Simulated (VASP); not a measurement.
Computed with PBE GGA, VASP's PBE PAW potentials (set 64) (plane waves; VASP). For the first row: Run with 400 eV cut-off, 7×7×7 Γ-centred mesh, tetrahedra with Blöchl corrections, potentials Si Mo_sv.

| system | energy (eV/atom) |
|---|---|
| Mo$_{3}$Si (A15) | -9.8762 |
| Si (diamond) | -5.4240 |
| Mo (bcc) | -10.9331 |

The references are the elements' solids at the same level; no temperature or zero-point terms are added.

Question: What is the formation energy per atom of Mo3Si?

Answer: The references average (2×(-5.4240) + 6×(-10.9331))/8 = -9.5558 eV, so the formation energy is -9.8762 − (-9.5558) = -0.320 eV/atom. Measured: -0.324 eV/atom at 298 K (as given by CRC Handbook of Chemistry and Physics, Standard Thermodynamic Properties of Chemical Substances).
